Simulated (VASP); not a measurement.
An input for Ansatz (written as the equivalent of a VASP run, and not itself run):

Ansatz 0.2 input:
```yaml
crystal:
  lattice:
    - [-1.6039147, 1.6039147, 3.9073915]
    - [1.6039147, -1.6039147, 3.9073915]
    - [1.6039147, 1.6039147, -3.9073915]
  atoms:
    - { symbol: Si, position: [0.6654737, 0.6654737, 1.0000000] }
    - { symbol: Si, position: [0.3345263, 0.3345263, 1.0000000] }
    - { symbol: W, position: [1.0000000, 1.0000000, 0.0000000] }
kpoints:
  mp_grid: { grid: [12, 12, 12] }
hamiltonian:
  xc: r2scan
  dispersion: rvv10
  pseudopotentials: { kind: paw }
scf:
  occupations: { method: methfessel_paxton, width: 0.1 }
  max_iter: 100
relax:
  max_steps: 60
  f_tol: 0.02
  cell: {}
output: { forces: true, stress: true, eigenvalues: true }
```

### Question
Write the VASP files for the same calculation (r2SCAN+rVV10).

### Answer
This is not unique; one that fits is 
File KPOINTS:
```
K-points
0
gamma
12 12 12
0 0 0
```

**INCAR**
```
# general
SYSTEM   = WSi2
PREC     = Accurate
ENCUT    = 520
LREAL    = .FALSE.
LASPH    = .TRUE.

# electronic loop
EDIFF    = 1E-6
NELM     = 100
ALGO     = Normal
LMAXMIX  = 6
LMIXTAU  = .TRUE.

# smearing
ISMEAR   = 1
SIGMA    = 0.1

# functional
METAGGA  = R2SCAN
LUSE_VDW = .TRUE.
BPARAM   = 11.95
CPARAM   = 0.0093

# ions
IBRION   = 2
NSW      = 60
ISIF     = 3
EDIFFG   = -0.02

# output
LWAVE    = .FALSE.
LCHARG   = .FALSE.
```

### POSCAR
```
WSi2
1
   -1.6039146836     1.6039146836     3.9073915261
    1.6039146836    -1.6039146836     3.9073915261
    1.6039146836     1.6039146836    -3.9073915261
Si W
2 1
Direct
  0.6654737414   0.6654737414   1.0000000000
  0.3345262586   0.3345262586   1.0000000000
  1.0000000000   1.0000000000   0.0000000000
```

POTCAR, in this order: Si W_sv (PBE.64 set). Program: vasp_std.

What does not carry over: each code has its own PAW files, so the cut-off isn't converted (ENCUT is set for VASP's; basis.ecutwfc is left out, and Ansatz then takes the one that its files recommend); Ansatz stops its SCF on the density residual and VASP on the energy change (EDIFF).

The compound is WSi2 in the MoSi2 type structure. This run relaxes it. Symmetry was kept, so distortions that lower it aren't found. The start is the result of an earlier pass.
